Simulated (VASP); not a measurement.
Output of a VASP run:

**OUTCAR**
```
 ion  position               nearest neighbor table
   1  0.333  0.667  0.250-   3 1.45   3 1.45   3 1.45
   2  0.667  0.333  0.750-   4 1.45   4 1.45   4 1.45
   3  0.667  0.333  0.250-   1 1.45   1 1.45   1 1.45
   4  0.333  0.667  0.750-   2 1.45   2 1.45   2 1.45
  LATTYP: Found a hexagonal cell.
 ALAT       =     2.5040003368
 C/A-ratio  =     2.6597440512
 Subroutine PRICEL returns:
 Original cell was already a primitive cell.
 Subroutine GETGRP returns: Found 24 space group operations
The static configuration has the point symmetry D_3d.
 The point group associated with its full space group is D_6h.
The dynamic configuration has the point symmetry D_3d.
 Subroutine INISYM returns: Found 24 space group operations
 Subroutine IBZKPT returns following result:
 Found     24 irreducible k-points:

 Following reciprocal coordinates:
            Coordinates               Weight
  0.000000  0.000000  0.000000      1.000000
  0.111111 -0.000000  0.000000      6.000000
  0.222222 -0.000000  0.000000      6.000000
  0.333333  0.000000  0.000000      6.000000
  0.444444 -0.000000  0.000000      6.000000
  0.111111  0.111111  0.000000      6.000000
  0.222222  0.111111  0.000000     12.000000
  0.333333  0.111111  0.000000     12.000000
  0.444444  0.111111  0.000000      6.000000
  0.222222  0.222222  0.000000      6.000000
  0.333333  0.222222  0.000000     12.000000
  0.333333  0.333333  0.000000      2.000000
  0.000000  0.000000  0.333333      2.000000
  0.111111 -0.000000  0.333333     12.000000
  0.222222 -0.000000  0.333333     12.000000
  0.333333  0.000000  0.333333     12.000000
  0.444444 -0.000000  0.333333     12.000000
  0.111111  0.111111  0.333333     12.000000
  0.222222  0.111111  0.333333     24.000000
  0.333333  0.111111  0.333333     24.000000
  0.444444  0.111111  0.333333     12.000000
  0.222222  0.222222  0.333333     12.000000
  0.333333  0.222222  0.333333     24.000000
  0.333333  0.333333  0.333333      4.000000
   k-points           NKPTS =     24   k-points in BZ     NKDIM =     24   number of bands    NBANDS=     12
   number of dos      NEDOS =    301   number of ions     NIONS =      4
   total plane-waves  NPLWV =   7840
   dimension x,y,z NGX =    14 NGY =   14 NGZ =   40
   dimension x,y,z NGXF=    28 NGYF=   28 NGZF=   80
   ions per type =               2   2
   PREC   = normal    normal or accurate (medium, high low for compatibility)
   ISTART =      0    job   : 0-new  1-cont  2-samecut
   ICHARG =      2    charge: 1-file 2-atom 10-const
   ISPIN  =      1    spin polarized calculation?
   LNONCOLLINEAR =      F non collinear calculations
   LSORBIT =      F    spin-orbit coupling
   INIWAV =      1    electr: 0-lowe 1-rand  2-diag
   ENCUT  =  520.0 eV  38.22 Ry    6.18 a.u.   4.66  4.66 12.38*2*pi/ulx,y,z
   NELM   =    100;   NELMIN=  2; NELMDL= -5     # of ELM steps
   EDIFF  = 0.1E-05   stopping-criterion for ELM
   LREAL  =      F    real-space projection
   NLSPLINE    = F    spline interpolate recip. space projectors
   LMAXMIX     =    2 max onsite mixed and CHGCAR
   VOSKOWN=      0    Vosko Wilk Nusair interpolation
   EDIFFG = 0.1E-04   stopping-criterion for IOM
   NSW    =      0    number of steps for IOM
   NBLOCK =      1;   KBLOCK =      1    inner block; outer block
   IBRION =     -1    ionic relax: 0-MD 1-quasi-New 2-CG
   NFREE  =      0    steps in history (QN), initial steepest desc. (CG)
   ISIF   =      2    stress and relaxation
   ISYM   =      2    0-nonsym 1-usesym 2-fastsym
   TEIN   =    0.0    initial temperature
   TEBEG  =    0.0;   TEEND  =   0.0 temperature during run
   SMASS  =  -3.00    Nose mass-parameter (am)
   PSTRESS=    0.0 pullay stress
   NELECT =      16.0000    total number of electrons
   EFERMI =   0.00;   METHOD = LEGACY
   ISMEAR =     0;   SIGMA  =   0.05  broadening in eV -4-tet -1-fermi 0-gaus
   IALGO  =     38    algorithm
   LDIAG  =      T    sub-space diagonalisation (order eigenvalues)
...
```

File OSZICAR:
```
       N       E                     dE             d eps       ncg     rms          rms(c)
DAV:   1     0.666945744427E+02    0.66695E+02   -0.83348E+03   576   0.122E+03
DAV:   2    -0.341395094949E+02   -0.10083E+03   -0.92841E+02   828   0.269E+02
DAV:   3    -0.386661868519E+02   -0.45267E+01   -0.44952E+01   736   0.610E+01
DAV:   4    -0.387172840519E+02   -0.51097E-01   -0.51047E-01   692   0.679E+00
DAV:   5    -0.387181659774E+02   -0.88193E-03   -0.88154E-03   748   0.855E-01    0.113E+01
DAV:   6    -0.355188978134E+02    0.31993E+01   -0.80128E+00   672   0.233E+01    0.509E+00
DAV:   7    -0.352338660750E+02    0.28503E+00   -0.50823E-01   704   0.623E+00    0.314E+00
DAV:   8    -0.351566452894E+02    0.77221E-01   -0.28811E-01   708   0.415E+00    0.398E-01
DAV:   9    -0.351536415632E+02    0.30037E-02   -0.11810E-02   684   0.988E-01    0.184E-01
DAV:  10    -0.351545735501E+02   -0.93199E-03   -0.12331E-03   696   0.311E-01    0.371E-02
DAV:  11    -0.351546768885E+02   -0.10334E-03   -0.19300E-04   724   0.124E-01    0.272E-02
DAV:  12    -0.351546732591E+02    0.36294E-05   -0.43874E-05   704   0.587E-02    0.437E-03
DAV:  13    -0.351546735206E+02   -0.26149E-06   -0.15514E-06   532   0.120E-02
   1 F= -.35154674E+02 E0= -.35154674E+02  d E =-.149124E-13
```

**OUTCAR**
```
------------------------ aborting loop because EDIFF is reached ----------------------------------------
  FORCE on cell =-STRESS in cart. coord.  units (eV):
  Direction    XX          YY          ZZ          XY          YZ          ZX
  --------------------------------------------------------------------------------------
  Total        0.8468673      0.8468676      0.6151215     -0.0000000      0.0000000      0.0000000
  in kB       37.5190973     37.5191108     27.2519678     -0.0000000      0.0000000      0.0000000
  external PRESSURE =      34.0967253 kB  Pullay stress =       0.0000000 kB
  volume of cell :       36.16
      direct lattice vectors                 reciprocal lattice vectors
     1.252000000 -2.168528000  0.000000000     0.399361022 -0.230571152  0.000000000
     1.252000000  2.168528000  0.000000000     0.399361022  0.230571152  0.000000000
     0.000000000  0.000000000  6.660000000     0.000000000  0.000000000  0.150150150
  FREE ENERGIE OF THE ION-ELECTRON SYSTEM (eV)
  ---------------------------------------------------
  free  energy   TOTEN  =       -35.1546735206 eV

  energy  without entropy=      -35.1546735206  energy(sigma->0) =      -35.15467352
```
(Selected blocks of OUTCAR.)

POSCAR:
```
BN
1
    1.2520000000    -2.1685280000     0.0000000000
    1.2520000000     2.1685280000     0.0000000000
    0.0000000000     0.0000000000     6.6600000000
B N
2 2
Direct
  0.3333330000   0.6666670000   0.2500000000
  0.6666670000   0.3333330000   0.7500000000
  0.6666670000   0.3333330000   0.2500000000
  0.3333330000   0.6666670000   0.7500000000
```

Reconstruct the remaining input files.

One answer among several that fit: the input of the run itself, PBE GGA, plane waves, VASP's PBE PAW potentials (set 64).

### KPOINTS
```
Automatic mesh
0
Gamma
9 9 3
0 0 0
```

INCAR:
```
SYSTEM=BN
PREC=Normal; ENCUT=520; LREAL=.False.
LASPH=.True.
EDIFF=1E-6; NELM=100; ALGO=Normal
ISMEAR=0; SIGMA=0.05
GGA=PE
ISIF=2
LWAVE=.False.; LCHARG=.False.
```

POTCAR, in this order: B N (PBE.64 set). Program: vasp_std.

The compound is BN in the hex structure. The cell was not relaxed at this level. The run is one of a series of settings (PREC = Normal against the base run), some of them coarse on purpose.
